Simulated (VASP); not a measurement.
All values below come from PBEsol GGA, VASP's PBE PAW potentials (set 64) (plane waves; VASP).

VASP ran on this input.

### INCAR
```
# general
SYSTEM  = MgI2
PREC    = Accurate
ENCUT   = 500   # plane-wave cut-off (eV)
LREAL   = .FALSE.   # projection in real space or not
LASPH   = .TRUE.   # aspherical one-centre terms

# electronic loop
EDIFF   = 1E-6   # SCF stop (eV)
NELM    = 100
ALGO    = Normal   # blocked Davidson
LMAXMIX = 4   # l cut-off of mixed one-centre charges

# smearing
ISMEAR  = 0   # Gaussian
SIGMA   = 0.05   # width (eV)

# functional
GGA     = PS   # PBEsol

# ions
IBRION  = 2
NSW     = 40   # most ionic steps
ISIF    = 3
EDIFFG  = -0.02   # ionic stop
PSTRESS = 300   # kbar

# output
LWAVE   = .FALSE.
LCHARG  = .FALSE.
```

### KPOINTS
```
Automatic mesh
0
G
  7 7 4
```

POSCAR:
```
MgI2
1
    1.8330780843    -3.1749816096     0.0000000000
    1.8330780843     3.1749816096     0.0000000000
    0.0000000000     0.0000000000     5.9577336477
Mg I
1 2
Direct
  0.0000000000   0.0000000000   0.0000000000
  0.3333330000   0.6666670000   0.2783176428
  0.6666670000   0.3333330000   0.7216823572
```

POTCAR, in this order: Mg I (PBE.64 set). Program: vasp_std.

Q: What will the output report for the number of irreducible k-points (NKPTS), largest plane-wave count, number of space-group operations, FFT grid (NGX, NGY, NGZ)?

A: 
| Property | Value |
|---|---|
| number of irreducible k-points (NKPTS) | 28 |
| largest plane-wave count | 1780 |
| number of space-group operations | 12 |
| FFT grid (NGX, NGY, NGZ) | 28 × 28 × 48 |

The compound is MgI2 in the 1T layered structure. This run relaxes it under an external pressure of 30 GPa. Symmetry was kept, so distortions that lower it aren't found.
